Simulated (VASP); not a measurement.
Here is the system:

```
LiCl
1.0
    0.00000     2.62040     2.62040
    2.62040     0.00000     2.62040
    2.62040     2.62040     0.00000
Li Cl
1 1
Cartesian
  0.00000   0.00000   0.00000
  2.62040   2.62040   2.62040
```

All values below come from PW91 GGA, VASP's PBE PAW potentials (set 64) (plane waves; VASP 6.6.1). Numerical set-up: 520 eV cut-off, 9×9×9 Γ-centred mesh, Gaussian smearing of 0.050 eV, potentials Li_sv Cl.

Task: Give the stress tensor in GPa (positive for a compressed cell).

Result: 
```
-1.65   0.00   0.00
 0.00  -1.65   0.00
 0.00   0.00  -1.65
```
The pressure is its mean diagonal, -1.65 GPa.

The compound is LiCl in the rock salt structure. This cell is one point of a volume scan, at 1.06 of the reference volume.
